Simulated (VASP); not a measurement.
VASP runs on BaTe (space group Fm-3m) share one base input (PBE GGA, plane waves, VASP's PBE PAW potentials (set 64)) and change the settings named in each case.

**INCAR**
```
! general
SYSTEM  = BaTe
PREC    = Accurate
ENCUT   = 300
LREAL   = .FALSE.
LASPH   = .TRUE.

! electronic loop
EDIFF   = 1E-6
NELM    = 100
ALGO    = Normal
LMAXMIX = 4

! smearing
ISMEAR  = -1
SIGMA   = 0.01

! functional
GGA     = PE

! ions
ISIF    = 2

! output
LWAVE   = .FALSE.
LCHARG  = .FALSE.
```

POSCAR:
```
BaTe
4.9497470
  0.0000000000   0.7071068481   0.7071068481
  0.7071068481   0.0000000000   0.7071068481
  0.7071068481   0.7071068481   0.0000000000
Ba Te
1 1
Cart
  0.0000000000   0.0000000000   0.0000000000
  0.7071068481   0.7071068481   0.7071068481
```

### KPOINTS
```
K-points
0
G
 8 8 8
0 0 0
```

POTCAR, in this order: Ba_sv Te (PBE.64 set). Program: vasp_std.

| change | E(σ→0) (eV/atom) | pressure (GPa) | gap on the mesh (eV) |
|---|---|---|---|
| base run | -4.3087 | 1.17 | 1.52 |
| GGA = PS | -4.5957 | ___ | ___ |
| GGA_COMPAT = .FALSE., LNONCOLLINEAR = .TRUE., LSORBIT = .TRUE., MAGMOM = 0.0 0.0 0.0 0.0 0.0 0.0, program vasp_ncl | -4.4539 | 1.16 | 1.24 |
| KPOINTS 4×4×4 Γ-centred mesh | -4.3039 | 1.23 | 1.51 |

**Question.** What belongs in the gaps?

**Answer.** 
- GGA = PS, pressure (GPa): -0.41
- GGA = PS, gap on the mesh (eV): 1.43

Energies of different potentials or functionals have different zeros.  Unless said otherwise, spin-orbit coupling is left out, though it shifts the bands of the heavy elements here. At 300 eV the pressure can carry a Pulay error.

Left out are runs that ran out of time, are held back, or changed the cell or the kind of run, fixed moments of cells without a moment, rows past the twelfth, gaps on odd meshes, pressures of charged cells and columns that move by less than the noise.

The structure is a typed BaTe crystal (Fm-3m). The cell was not relaxed at this level.
